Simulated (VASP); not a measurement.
SiC (space group P6_3mc): the band gap from VASP (plane waves, PAW) at several levels of theory. Gaps are without spin-orbit coupling. Each level names its cell: its own relaxed one, PBE's, or the starting one. A gap is the smallest over the k-mesh and a band path; hybrids may have named points in place of the path, and GW has the mesh alone. mBJ is a potential without an energy functional, so only the levels count.

| level | band gap (eV) |
|---|---|
| LDA (own cell) | 2.12 |
| mBJ (TB09) (PBE cell) | 3.34 |

The cell of the LDA (own cell) run:

```yaml
crystal:
  lattice:
    - [3.05806, 0.00000, 0.00000]
    - [-1.52903, 2.64836, 0.00000]
    - [0.00000, 0.00000, 5.01991]
  atoms:
    - { symbol: Si, position: [0.33333, 0.66667, 0.49957] }
    - { symbol: Si, position: [0.66667, 0.33333, 0.99957] }
    - { symbol: C, position: [0.33333, 0.66667, 0.87543] }
    - { symbol: C, position: [0.66667, 0.33333, 0.37543] }
```

Only levels that ran to the end are used. Left out are those held back, those with too coarse a band path, GW runs whose mesh misses a band edge, hybrids' fits of cells that aren't cubic and levels without matching references; a question may draw on a part of the rest.

The structure comes from a computed database's SiC entry (P6_3mc); how it stands against other phases isn't given here.
